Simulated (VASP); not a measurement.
An input for Quantum ESPRESSO's pw.x (written as the equivalent of a VASP run, and not itself run):

```
&CONTROL
  calculation = 'vc-relax'
  pseudo_dir = './pseudo'
  outdir = './out'
  tprnfor = .true.
  tstress = .true.
  nstep = 30
  forc_conv_thr = 0.00039
/
&SYSTEM
  ibrav = 0
  nat = 3
  ntyp = 2
  ecutwfc = 72
  occupations = 'smearing'
  smearing = 'gaussian'
  degauss = 0.003675
  input_dft = 'pbe'
  vdw_corr = 'grimme-d3'
  dftd3_version = 4
  dftd3_threebody = .false.
/
&ELECTRONS
  conv_thr = 7.3e-09
  electron_maxstep = 100
/
&IONS
/
&CELL
  cell_dofree = 'shape'
/
ATOMIC_SPECIES
  Sn 118.710 Sn.upf
  S 32.060 S.upf
CELL_PARAMETERS angstrom
     1.8159330   -3.1452885    0.0000000
     1.8159330    3.1452885    0.0000000
     0.0000000    0.0000000    5.7451182
ATOMIC_POSITIONS crystal
  Sn   0.0000000  0.0000000  0.0000000
  S    0.3333330  0.6666670  0.2543553
  S    0.6666670  0.3333330  0.7456447
K_POINTS automatic
  7 7 4 0 0 0
```

Question: Write the VASP files for the same calculation (PBE-D3(BJ)).

Answer: One answer among several that fit: 
File POSCAR:
```
SnS2
1
    1.8159329893    -3.1452884781     0.0000000000
    1.8159329893     3.1452884781     0.0000000000
    0.0000000000     0.0000000000     5.7451182405
Sn S
1 2
Direct
  0.0000000000   0.0000000000   0.0000000000
  0.3333330000   0.6666670000   0.2543552760
  0.6666670000   0.3333330000   0.7456447240
```

### INCAR
```
ALGO = Normal
EDIFF = 1E-7
EDIFFG = -0.01
ENCUT = 520
GGA = PE
IBRION = 2
ISIF = 4
ISMEAR = 0
IVDW = 12
LASPH = .True.
LCHARG = .False.
LMAXMIX = 4
LREAL = .False.
LWAVE = .False.
NELM = 100
NSW = 30
PREC = Accurate
SIGMA = 0.05
SYSTEM = SnS2
```

KPOINTS:
```
Regular mesh
0
gamma
  7 7 4
0 0 0
```

POTCAR, in this order: Sn_d S (PBE.64 set). Program: vasp_std.

What does not carry over: the potentials are each code's own (VASP's PAW set, PseudoDojo norm-conserving files in pw.x), so ENCUT and ecutwfc are chosen apart and not converted; conv_thr bounds pw.x's estimated SCF error, while EDIFF bounds the energy change between steps; forc_conv_thr acts on force components and is met together with etot_conv_thr.

The compound is SnS2 in the 1T layered structure. This cell is one point of a volume scan, at 0.97 of the reference volume. Symmetry was kept, so distortions that lower it aren't found.
